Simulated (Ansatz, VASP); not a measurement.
**Two plane-wave programs on MgPb2N2**

INCAR

```
PREC = Accurate
ENCUT = 520
EDIFF = 1E-6
ISMEAR = 0
SIGMA = 0.05
LREAL = F
LASPH = T
NELM = 100
ALGO = Normal
ISIF = 2
LWAVE = F
LCHARG = T
LELF = T
LVHAR = T
NBANDS = 28
```

Contents of KPOINTS:

```
Automatic mesh
0
Gamma
  12 12 4
```

Contents of POSCAR:

```
MgPb2N2
1.0
    3.3370290923      0.0000000000      0.0000000000
   -1.6685145461      2.8899519671      0.0000000000
    0.0000000000      0.0000000000      9.5402821597
Mg Pb N
1 2 2
Direct
    0.0000000000      0.0000000000      0.0000000000
    0.6666666667      0.3333333333      0.2865500000
    0.3333333333      0.6666666667      0.7134500000
    0.6666666667      0.3333333333      0.8618210000
    0.3333333333      0.6666666667      0.1381790000
```

Input for Ansatz:

```yaml
crystal:
  lattice:
    - [3.3370290923, 0.0, 0.0]
    - [-1.6685145461, 2.8899519671, 0.0]
    - [0.0, 0.0, 9.5402821597]
  atoms:
    - { symbol: Mg, position: [0.0, 0.0, 0.0] }
    - { symbol: Pb, position: [0.6666666667, 0.3333333333, 0.28655] }
    - { symbol: Pb, position: [0.3333333333, 0.6666666667, 0.71345] }
    - { symbol: "N", position: [0.6666666667, 0.3333333333, 0.861821] }
    - { symbol: "N", position: [0.3333333333, 0.6666666667, 0.138179] }
basis:
  ecutwfc: 420
kpoints:
  mp_grid: { grid: [12, 12, 4] }
hamiltonian:
  xc: lda
scf:
  occupations: { method: gaussian, width: 0.05 }
output:
  forces: true
  stress: true
  eigenvalues: true
```

Alike in both runs: task single point; functional LDA; k mesh 12 × 12 × 4; occupations gaussian, width 0.05 eV; no spin polarisation.

|  | VASP | Ansatz |
| --- | --- | --- |
| version | VASP 6.6.1 | Ansatz 0.2.0 |
| potentials or method | VASP PAW LDA potentials, release 64 (Mg, Pb_d, N) | scalar-relativistic, plane waves, PAW |
| plane-wave cutoff (eV) | 520 | 420 |
| valence electrons in the cell | 40 | 48 |

```tsv
	VASP	Ansatz	Ansatz less VASP
gap on the k mesh at the Fermi level (eV)	0.84	0.85	+0.006
least direct gap on the mesh (eV)	1.04	1.04	-0.007
pressure (GPa)	-6.1	-5.9	+0.27
largest component of the traceless stress (GPa)	3.43	3.44	+0.015
rms of the force components (eV/Å)	0.393	0.404	+0.0104
```

Atom by atom the forces differ by 0.021 eV/Å (rms over components). The two sets of potentials don't hold the same shells in valence.

Caveats: spin-orbit coupling is left out, which as a rule narrows the gap of such compounds by several tenths of an eV; forces of over 1 eV/Å show positions far from the minimum, so gaps and moduli don't describe the material at rest. LDA gaps usually lie below the measured ones, often by a third to a half. A k mesh can miss the band edges.
